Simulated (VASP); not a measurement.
Runs of VASP 6.6.1 on NaF (Villiaumite). It takes space group Fm-3m (No. 225, cubic). Conventional cell: a = 4.628 Å, b = 4.628 Å, c = 4.628 Å, α = 90.00°, β = 90.00°, γ = 90.00°. Na (site symmetry m-3m) has 6 F at 2.31 Å as nearest neighbours. F (site symmetry m-3m) is surrounded by 6 Na at 2.31 Å. 

| task | level | cell | k mesh | cutoff (eV) | grid for exact exchange (PRECFOCK) | exchange at q = 0 | screening parameter | share of exact exchange | gap on the mesh (eV) | pressure (GPa) |
| --- | --- | --- | --- | --- | --- | --- | --- | --- | --- | --- |
| band structure | r2SCAN | as given | 10 × 10 × 10 | 520 | - | - | - | - | 7.19 | (a) |
| relaxation of cell and atoms | PBEsol | relaxed | 10 × 10 × 10 | 600 | - | - | - | - | 6.18 | -0.1 |
| band structure | PBE0 | as given | 6 × 6 × 6 | 520 | Fast | truncated | - | - | 9.24 | 0.4 |
| band structure | HSE06 | as given | 6 × 6 × 6 | 520 | Fast | - | 0.2 1/A | - | 8.50 | 0.4 |
| band structure | PBE-EpsX | as given | 6 × 6 × 6 | 520 | Fast | truncated | - | 0.5372 | (b) | -1.6 |

Alike in all rows: potentials or basis VASP PAW PBE potentials, release 64 (Na_pv, F); no spin polarisation; smearing gaussian 0.03 eV.

Estimate the missing entries.

(a) -1.8; (b) 12.70.

Caveats: the PAW data sets were made with another functional, which shifts forces and pressure a little; the relaxation stopped at its first step, so nothing moved (some runs).

A k mesh can miss the band edges.

Runs at the PBE level aren't shown here.
